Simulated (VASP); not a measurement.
Consider the following.

```
Sr
1.0
    0.00000     2.98996     2.98996
    2.98996     0.00000     2.98996
    2.98996     2.98996     0.00000
Sr
1
Direct
  0.00000   0.00000   0.00000
```

Level of theory: PBE GGA with D4 dispersion, VASP's PBE PAW potentials (set 64) (plane waves; VASP). Run with 520 eV cut-off, Gaussian smearing of 0.050 eV, potentials Sr_sv.

Question: Give the energies of bands 5 to 8 at the high-symmetry points, in eV from the Fermi level.

Answer: 
```csv
band,Γ,X,U,L,W
5,-3.72,-0.71,-0.15,-1.17,0.01
6,2.34,0.29,0.20,0.07,0.61
7,2.34,1.08,0.84,2.18,0.61
8,2.34,4.94,3.46,2.18,2.29
```

It has no gap at this level: it comes out as a metal or semimetal.

The compound is Sr in the fcc structure. It was relaxed first.
